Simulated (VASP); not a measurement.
# RPA total energies of GaP, part 3 of 6

Wanted: where the RPA puts the energy minimum of GaP. The scan starts from a database cell, scaled to the smallest volume of the series. The cell is of the zinc-blende type, one of the forms listed for this formula. The start is a cell from a database of measured crystal structures.

VASP 6.6.1, plane waves and PAW; the level of theory is named at each step.

So far, gap on the k-mesh (eV): step 2 (orbitals, volume ratio 0.94, PBE) 1.51; step 6 (comparison: r2SCAN, volume ratio 0.94) 1.77; step 7 (orbitals for comparison: HSE06, volume ratio 0.94, PBE) 1.51; step 8 (comparison: HSE06, volume ratio 0.94) 2.18.

## Step 9: Orbitals, volume ratio 0.97

This step: PBE; plane waves and PAW (Ga_d_GW, P_GW) (VASP 6.6.1).

The same chain follows at a volume ratio of 0.97.

Input file INCAR:

```
SYSTEM = GaP
PREC = Accurate
ENCUT = 550
EDIFF = 1E-08
NELM = 100
ISMEAR = 0
SIGMA = 0.05
LREAL = .FALSE.
ALGO = Normal
GGA = PE
NBANDS = 15
LORBIT = 11
LWAVE = .TRUE.
LCHARG = .FALSE.
KPAR = 8
```

Input file POSCAR:

```
GaP
1.0
    0.0000000000      2.6977203400      2.6977203400
    2.6977203400      0.0000000000      2.6977203400
    2.6977203400      2.6977203400      0.0000000000
Ga P
1 1
Direct
    0.0000000000      0.0000000000      0.0000000000
    0.7500000000      0.7500000000      0.7500000000
```

Input file KPOINTS:

```
Automatic mesh
0
Gamma
6 6 6
0 0 0
```

The projector-augmented-wave data sets are Ga_d_GW and P_GW (PBE family, release 64).

Started as:

```bash
> mpirun -np 8 vasp_std
```

Log:

```text
[... set-up lines as in an earlier step ...]
 entering main loop
       N       E                     dE             d eps       ncg     rms          rms(c)
DAV:   1     0.125285631133E+03    0.12529E+03   -0.10592E+04   536   0.163E+03
DAV:   2     0.255260674322E+01   -0.12273E+03   -0.11844E+03   522   0.369E+02
DAV:   3    -0.884599649415E+01   -0.11399E+02   -0.11303E+02   683   0.137E+02
DAV:   4    -0.931637352860E+01   -0.47038E+00   -0.47019E+00   673   0.310E+01
[...]
DAV:  11    -0.905194237455E+01   -0.12701E-04   -0.20187E-05   719   0.457E-02    0.292E-03
DAV:  12    -0.905194302613E+01   -0.65158E-06   -0.12330E-06   620   0.937E-03    0.326E-04
DAV:  13    -0.905194303577E+01   -0.96397E-08   -0.38338E-08   726   0.153E-03
   1 F= -.90519430E+01 E0= -.90519430E+01  d E =-.728959E-13
 writing wavefunctions
```

Elapsed: 3.8 s, on 8 MPI ranks of Intel Xeon 6975P-C (Granite Rapids), shared host; peak memory 1.4 GiB; 24 s of CPU time.

OUTCAR, selected parts (step 9):

```text
  Total        1.2106049      1.2106049      1.2106049      0.0000000      0.0000000     -0.0000000
  in kB       49.3960527     49.3960527     49.3960527      0.0000000      0.0000000     -0.0000000
  external PRESSURE =      49.3960527 kB  Pullay stress =       0.0000000 kB

 POSITION                                       TOTAL-FORCE (eV/Angst)
 -----------------------------------------------------------------------------------
      0.00000      0.00000      0.00000        -0.000000     -0.000000     -0.000000
      4.04658      4.04658      4.04658         0.000000      0.000000      0.000000
 -----------------------------------------------------------------------------------
    total drift:                                0.000002      0.000002      0.000002

  FREE ENERGIE OF THE ION-ELECTRON SYSTEM (eV)
  ---------------------------------------------------
  free  energy   TOTEN  =        -9.0519430358 eV

  energy  without entropy=       -9.0519430358  energy(sigma->0) =       -9.05194304

[... 1 part as in an earlier step ...]

[... 2 further parts left out ...]
[key lines of the parts left out:]
E-fermi :   4.9088
```

The run ends at a pressure of 4.94 GPa.

## Step 10: Exact exchange, volume ratio 0.97

This step: Hartree-Fock energy on PBE orbitals; plane waves and PAW (Ga_d_GW, P_GW) (VASP 6.6.1).

Exact exchange at this point.

Input file INCAR:

```
SYSTEM = GaP
PREC = Accurate
ENCUT = 550
ISMEAR = 0
SIGMA = 0.05
LREAL = .FALSE.
GGA = PE
NBANDS = 15
ALGO = Eigenval
NELM = 1
LHFCALC = .TRUE.
AEXX = 1
ALDAC = 0
AGGAC = 0
PRECFOCK = Normal
LWAVE = .FALSE.
LCHARG = .FALSE.
```

POSCAR is that of step 9.

KPOINTS is that of step 9.

The WAVECAR or CHGCAR of an earlier step is read.

Started as:

```bash
> mpirun -np 8 vasp_std
```

Log:

```text
[banner, memory and clock lines left out]
running    8 mpi-ranks, on    1 nodes
[...]
[... a notice as in an earlier step ...]

 LDA part: xc-table for (Slater+PW92), standard interpolation
 [... a notice as in an earlier step ...]

 found WAVECAR, reading the header
  number of bands has changed, file:    15 present:    16
  trying to continue reading WAVECAR, but it might fail
 POSCAR, INCAR and KPOINTS ok, starting setup
[...]
reading WAVECAR
 random initialization beyond band           15
 the WAVECAR file was read successfully
 initial charge from wavefunction
 entering main loop
       N       E                     dE             d eps       ncg     rms          rms(c)
EIG:   1    -0.161040212420E+02   -0.16104E+02    0.00000E+00     0   0.000E+00
   1 F= -.16104021E+02 E0= -.16104021E+02  d E =-.206672E-31
```

Elapsed: 57 s, on 8 MPI ranks; peak memory 1.1 GiB.

From OUTCAR (step 10):

```text
 POSITION                                       TOTAL-FORCE (eV/Angst)
 -----------------------------------------------------------------------------------
      0.00000      0.00000      0.00000         0.000000      0.000000      0.000000
      4.04658      4.04658      4.04658        -0.000000     -0.000000     -0.000000
 -----------------------------------------------------------------------------------
    total drift:                               -0.000005      0.000000     -0.000002

  FREE ENERGIE OF THE ION-ELECTRON SYSTEM (eV)
  ---------------------------------------------------
  free  energy   TOTEN  =       -16.1040212420 eV

  energy  without entropy=      -16.1040212420  energy(sigma->0) =      -16.10402124

[... 2 parts as in an earlier step ...]

[... 1 further part left out ...]
[key lines of the parts left out:]
E-fermi :   5.0756
```

The Hartree-Fock energy on these orbitals is -8.0520 eV an atom.

## Step 11: Empty bands, volume ratio 0.97

This step: PBE; plane waves and PAW (Ga_d_GW, P_GW) (VASP 6.6.1).

The empty bands are made again, for the run that follows.

Input file INCAR:

```
SYSTEM = GaP
PREC = Accurate
ENCUT = 550
ISMEAR = 0
SIGMA = 0.05
LREAL = .FALSE.
GGA = PE
NBANDS = 1160
ALGO = Exact
NELM = 1
LWAVE = .TRUE.
LCHARG = .FALSE.
LOPTICS = .TRUE.
NEDOS = 1000
CSHIFT = 0.1
```

POSCAR is that of step 10.

KPOINTS is that of step 10.

Started as:

```bash
> mpirun -np 8 vasp_std
```

Log:

```text
[banner, memory and clock lines left out]
running    8 mpi-ranks, on    1 nodes
[...]
[... a notice as in an earlier step ...]

 LDA part: xc-table for (Slater+PW92), standard interpolation
 found WAVECAR, reading the header
  number of bands has changed, file:    15 present:  1160
  trying to continue reading WAVECAR, but it might fail
 POSCAR, INCAR and KPOINTS ok, starting setup
[...]
reading WAVECAR
 random initialization beyond band           15
 the WAVECAR file was read successfully
 initial charge from wavefunction
 entering main loop
       N       E                     dE             d eps       ncg     rms          rms(c)
DIA:   1    -0.905194304401E+01   -0.90519E+01    0.00000E+00     0   0.000E+00
   1 F= -.90519430E+01 E0= -.90519430E+01  d E =-.110261E-37
 writing wavefunctions
 optical routines
 imaginary and real dielectric function
 recalculating local potential from charge density
 direction            1
 direction            2
 direction            3
```

Run time: 17 s. Hardware: 8 MPI ranks; peak memory 1.9 GiB; 2.1 min of CPU time.

Parts of OUTCAR (step 11):

```text
  Total        1.2090995      1.2090995      1.2090995      0.0000000      0.0000000      0.0000000
  in kB       49.3346286     49.3346286     49.3346286      0.0000000      0.0000000      0.0000000
  external PRESSURE =      49.3346286 kB  Pullay stress =       0.0000000 kB

 POSITION                                       TOTAL-FORCE (eV/Angst)
 -----------------------------------------------------------------------------------
      0.00000      0.00000      0.00000         0.000000     -0.000000     -0.000000
      4.04658      4.04658      4.04658        -0.000000      0.000000      0.000000
 -----------------------------------------------------------------------------------
    total drift:                                0.000002      0.000002      0.000002

  FREE ENERGIE OF THE ION-ELECTRON SYSTEM (eV)
  ---------------------------------------------------
  free  energy   TOTEN  =        -9.0519430440 eV

  energy  without entropy=       -9.0519430440  energy(sigma->0) =       -9.05194304

[... 1 part as in an earlier step ...]

[... 2 further parts left out ...]
[key lines of the parts left out:]
E-fermi :   5.1181
```

WAVECAR now holds 1160 bands for 18 electrons.

## Step 12: RPA correlation, volume ratio 0.97

This step: RPA correlation on PBE orbitals; plane waves and PAW (Ga_d_GW, P_GW) (VASP 6.6.1).

RPA correlation at this point.

Input file INCAR:

```
SYSTEM = GaP
PREC = Accurate
ENCUT = 550
ISMEAR = 0
SIGMA = 0.05
LREAL = .FALSE.
GGA = PE
NBANDS = 1160
ALGO = ACFDT
ENCUTGW = 200
NOMEGA = 12
PRECFOCK = Fast
LWAVE = .FALSE.
LCHARG = .FALSE.
```

POSCAR is that of step 11.

KPOINTS is that of step 11.

Started as:

```bash
> mpirun -np 8 vasp_std
```

Log:

```text
[banner, memory and clock lines left out]
running    8 mpi-ranks, on    1 nodes
[...]
[... a notice as in an earlier step ...]

 LDA part: xc-table for (Slater+PW92), standard interpolation
 found WAVECAR, reading the header
 POSCAR, INCAR and KPOINTS ok, starting setup
[...]
reading WAVECAR
 the WAVECAR file was read successfully
 initial charge from wavefunction
 available memory per node:     48.45 GB, setting MAXMEM to     49616

 The Fermi energy was updated, please check that it is located mid-gap
 values below the HOMO (VB) or above the LUMO (CB) will cause erroneous energies
 E-fermi :   5.4627

 the WAVEDER file was read successfully
 set NWRITE>2 for more details about minimax calculation
 number of imaginary grid points requested:      12
 number of distinct grids requested:  1
 quadrature errors minimized for energies in [ 0.158E+01, 0.555E+03 ]
 bosonic grid (T=0, re) determined with error: 0.8243E-07
 bosonic grid (re): 0.8243E-07
[...]
NQ=  10    0.3333    0.3333    0.0000,
|.........|.........|.........|.........
 performed     268500000 updates of chi_q(r,r)
 total number of BLAS operations     137777.15 Gflops
NQ=  11    0.5000    0.3333    0.0000,
|.........|.........|.........|.........
 performed     295350000 updates of chi_q(r,r)
 total number of BLAS operations     150670.77 Gflops
NQ=  12   -0.3333    0.3333    0.0000,
|.........|.........|.........|.........
 performed     322200000 updates of chi_q(r,r)
 total number of BLAS operations     164748.18 Gflops
NQ=  13    0.5000    0.5000    0.0000,
|.........|.........|.........|.........
 performed     349050000 updates of chi_q(r,r)
 total number of BLAS operations     178606.49 Gflops
NQ=  14    0.5000    0.3333    0.1667,
|.........|.........|.........|.........
 performed     375900000 updates of chi_q(r,r)
 total number of BLAS operations     191924.57 Gflops
NQ=  15   -0.3333    0.3333    0.1667,
|.........|.........|.........|.........
 performed     402750000 updates of chi_q(r,r)
 total number of BLAS operations     205349.83 Gflops
NQ=  16   -0.3333    0.5000    0.1667,
|.........|.........|.........|.........
 performed     429600000 updates of chi_q(r,r)
 total number of BLAS operations     218775.09 Gflops
 entering main loop
```

The job ended after 19 min (8 MPI ranks; peak memory 7 GiB).

OUTCAR, selected parts (step 12):

```text
      cutoff energy     smooth cutoff   RPA   correlation   Hartree contr. to MP2
---------------------------------------------------------------------------------
            200.000           160.000      -17.3592302381      -27.8664643947
            190.476           152.381      -17.1982856113      -27.6085872696
            181.406           145.125      -17.0260295277      -27.3332609096
            172.768           138.214      -16.8436729794      -27.0429172040
            164.541           131.632      -16.6512672021      -26.7383684162
            156.705           125.364      -16.4501459629      -26.4222312749
            149.243           119.394      -16.2406251486      -26.0957079988
            142.136           113.709      -16.0241663406      -25.7614896789
  linear regression

[... 2 parts as in an earlier step ...]

[... 2 further parts left out ...]
[key lines of the parts left out:]
E-fermi :   5.4627
```

Extrapolated by the program to an infinite response cutoff, the correlation energy is -9.6730 eV an atom, +24 meV against the point before. With exact exchange the total is -17.7250 eV an atom.

## Step 13: Comparison: r2SCAN, volume ratio 0.97

This step: r2SCAN; plane waves and PAW (Ga_d_GW, P_GW) (VASP 6.6.1).

The comparison at this point.

Input file INCAR:

```
SYSTEM = GaP
PREC = Accurate
ENCUT = 550
EDIFF = 1E-06
NELM = 100
ISMEAR = 0
SIGMA = 0.05
LREAL = .FALSE.
ALGO = Normal
METAGGA = R2SCAN
LASPH = .TRUE.
NBANDS = 15
LWAVE = .FALSE.
LCHARG = .FALSE.
KPAR = 8
```

POSCAR is that of step 12.

KPOINTS is that of step 12.

Started as:

```bash
> mpirun -np 8 vasp_std
```

Log:

```text
[banner, memory and clock lines left out]
running    8 mpi-ranks, on    1 nodes
[...]
[... a notice as in an earlier step ...]

 [... a notice as in an earlier step ...]

 LDA part: xc-table for (None), standard interpolation
 POSCAR, INCAR and KPOINTS ok, starting setup
[...]
entering main loop
       N       E                     dE             d eps       ncg     rms          rms(c)
DAV:   1     0.114280792890E+03    0.11428E+03   -0.10909E+04   536   0.168E+03
DAV:   2    -0.119228155031E+02   -0.12620E+03   -0.12179E+03   529   0.380E+02
DAV:   3    -0.235336340827E+02   -0.11611E+02   -0.11522E+02   676   0.141E+02
DAV:   4    -0.240227174162E+02   -0.48908E+00   -0.48890E+00   702   0.324E+01
[...]
DAV:  11    -0.214481864354E+02   -0.28354E-04   -0.10716E-04   812   0.186E-01    0.126E-02
DAV:  12    -0.214481718219E+02    0.14614E-04   -0.50034E-05   690   0.204E-01    0.133E-03
DAV:  13    -0.214481721272E+02   -0.30531E-06   -0.79007E-07   409   0.101E-02
   1 F= -.21448172E+02 E0= -.21448172E+02  d E =-.523236E-13
```

Elapsed: 12 s, on 8 MPI ranks; peak memory 1.4 GiB.

From OUTCAR (step 13):

```text
  Total        0.7395113      0.7395113      0.7395113      0.0000000      0.0000000     -0.0000000
  in kB       30.1741204     30.1741204     30.1741204      0.0000000      0.0000000     -0.0000000
  external PRESSURE =      30.1741204 kB  Pullay stress =       0.0000000 kB

 POSITION                                       TOTAL-FORCE (eV/Angst)
 -----------------------------------------------------------------------------------
      0.00000      0.00000      0.00000        -0.000000      0.000000     -0.000000
      4.04658      4.04658      4.04658         0.000000     -0.000000      0.000000
 -----------------------------------------------------------------------------------
    total drift:                               -0.000099     -0.000099     -0.000099

  FREE ENERGIE OF THE ION-ELECTRON SYSTEM (eV)
  ---------------------------------------------------
  free  energy   TOTEN  =       -21.4481721272 eV

  energy  without entropy=      -21.4481721272  energy(sigma->0) =      -21.44817213

[... 2 parts as in an earlier step ...]

[... 1 further part left out ...]
[key lines of the parts left out:]
E-fermi :   4.7215
```

Its energy is -10.7241 eV an atom, on a zero of its own.

## Step 14: Orbitals for comparison: HSE06, volume ratio 0.97

This step: PBE; plane waves and PAW (Ga_d_GW, P_GW) (VASP 6.6.1).

Starting orbitals, as before.

Input file INCAR:

```
SYSTEM = GaP
PREC = Accurate
ENCUT = 550
EDIFF = 1E-05
NELM = 100
ISMEAR = 0
SIGMA = 0.05
LREAL = .FALSE.
ALGO = Normal
GGA = PE
NBANDS = 15
LORBIT = 11
LWAVE = .TRUE.
LCHARG = .FALSE.
KPAR = 8
```

POSCAR is that of step 13.

KPOINTS is that of step 13.

Started as:

```bash
> mpirun -np 8 vasp_std
```

Log:

```text
[... set-up lines as in an earlier step ...]
 entering main loop
       N       E                     dE             d eps       ncg     rms          rms(c)
[... 10 cycles as in an earlier step ...]
DAV:  11    -0.905194231962E+01   -0.12646E-04   -0.19637E-05   663   0.457E-02    0.282E-03
DAV:  12    -0.905194297905E+01   -0.65943E-06   -0.11800E-06   345   0.109E-02
   1 F= -.90519430E+01 E0= -.90519430E+01  d E =-.690123E-13
 writing wavefunctions
```

Elapsed: 3.6 s, on 8 MPI ranks; peak memory 1.4 GiB.

From OUTCAR (step 14):

```text
  Total        1.2149450      1.2149450      1.2149450     -0.0000000      0.0000000      0.0000000
  in kB       49.5731408     49.5731408     49.5731408     -0.0000000      0.0000000      0.0000000
  external PRESSURE =      49.5731408 kB  Pullay stress =       0.0000000 kB

  FREE ENERGIE OF THE ION-ELECTRON SYSTEM (eV)
  ---------------------------------------------------
  free  energy   TOTEN  =        -9.0519429791 eV

  energy  without entropy=       -9.0519429791  energy(sigma->0) =       -9.05194298

[... 3 parts as in an earlier step ...]

[... 1 further part left out ...]
[key lines of the parts left out:]
E-fermi :   4.9091
```

The run ends at a pressure of 4.96 GPa.

## Step 15: Comparison: HSE06, volume ratio 0.97

This step: HSE06; plane waves and PAW (Ga_d_GW, P_GW) (VASP 6.6.1).

The comparison at this point.

Input file INCAR:

```
SYSTEM = GaP
PREC = Accurate
ENCUT = 550
EDIFF = 1E-06
NELM = 100
ISMEAR = 0
SIGMA = 0.05
LREAL = .FALSE.
ALGO = Normal
LHFCALC = .TRUE.
AEXX = 0.25
GGA = PE
HFSCREEN = 0.2
LASPH = .TRUE.
NBANDS = 15
PRECFOCK = Fast
LWAVE = .FALSE.
LCHARG = .FALSE.
KPAR = 8
```

POSCAR is that of step 14.

KPOINTS is that of step 14.

The run starts from files that an earlier step left in the folder.

Started as:

```bash
> mpirun -np 8 vasp_std
```

Log:

```text
[... set-up lines as in an earlier step ...]
 entering main loop
       N       E                     dE             d eps       ncg     rms          rms(c)
DAV:   1    -0.107782746209E+02   -0.10778E+02   -0.53981E-01   769   0.208E+01    0.603E-01
DAV:   2    -0.107674305056E+02    0.10844E-01   -0.79231E-02   760   0.702E+00    0.300E-01
DAV:   3    -0.107670186861E+02    0.41182E-03   -0.60852E-03   690   0.189E+00    0.145E-01
DAV:   4    -0.107668542649E+02    0.16442E-03   -0.36539E-04   679   0.243E-01    0.748E-02
[...]
DAV:   8    -0.107667789917E+02    0.25827E-05   -0.86316E-07   354   0.881E-03    0.939E-03
DAV:   9    -0.107667779041E+02    0.10876E-05   -0.45003E-07   317   0.603E-03    0.566E-03
DAV:  10    -0.107667774874E+02    0.41662E-06   -0.26262E-07   303   0.553E-03
   1 F= -.10766777E+02 E0= -.10766777E+02  d E =-.350515E-13
```

Wall time 2.7 min (8 MPI ranks); peak memory 2.2 GiB.

OUTCAR, selected parts (step 15):

```text
 POSITION                                       TOTAL-FORCE (eV/Angst)
 -----------------------------------------------------------------------------------
      0.00000      0.00000      0.00000         0.000000     -0.000000      0.000000
      4.04658      4.04658      4.04658        -0.000000      0.000000     -0.000000
 -----------------------------------------------------------------------------------
    total drift:                                0.000002      0.000007     -0.000001

  FREE ENERGIE OF THE ION-ELECTRON SYSTEM (eV)
  ---------------------------------------------------
  free  energy   TOTEN  =       -10.7667774874 eV

  energy  without entropy=      -10.7667774874  energy(sigma->0) =      -10.76677749

[... 2 parts as in an earlier step ...]

[... 1 further part left out ...]
[key lines of the parts left out:]
E-fermi :   4.4590
```

Its energy is -5.3834 eV an atom, on a zero of its own.

[end of part 3 of 6]

[Lines on the potential files, build, host, timing and source positions are cut from VASP's logs without a mark.]

[Logs are printed without paths, hosts, clocks, repeated set-up lines and the standing remarks that a program may print on its own settings, such as how far it seeks lower states.]

[Hosts, paths, dates, database ids (printed as entryN), source tags and the programs' standing remarks are cut or masked in the printed files.]

[Pressures printed for these runs are not shown converged in the cutoff: they can be off by several GPa and have the wrong sign.]
